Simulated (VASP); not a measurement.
Consider the following.

```
CELL_PARAMETERS angstrom
      3.92799     0.00000     0.00000
      0.00000     3.92799     0.00000
      0.00000     0.00000     3.92799
ATOMIC_POSITIONS crystal
  Ti 0.00000 0.00000 0.00000
  Pt 0.00000 0.50000 0.50000
  Pt 0.50000 0.00000 0.50000
  Pt 0.50000 0.50000 0.00000
```

The numbers are results of rev-vdW-DF2, VASP's PBE PAW potentials (set 64) (plane waves; VASP), not measurements. Numerical set-up: 520 eV cut-off, 7×7×7 Γ-centred mesh, first-order Methfessel-Paxton smearing of 0.10 eV, potentials Ti_sv Pt.

Unless said otherwise, spin-orbit coupling is left out, though it shifts the bands of the heavy elements here.

Estimate the energy per atom (σ→0), band gap (on the k-mesh) with the smallest direct gap where there is one.

```json
{
 "band gap (on the k-mesh)": "none (metal, semimetal or under 0.01 eV)",
 "energy per atom (σ→0)": "-5.223 eV/atom"
}
```

Only differences to runs with the same potentials and settings are physical.

The compound is Pt3Ti in the L1_2 structure. It was relaxed first. The start is the result of an earlier pass.
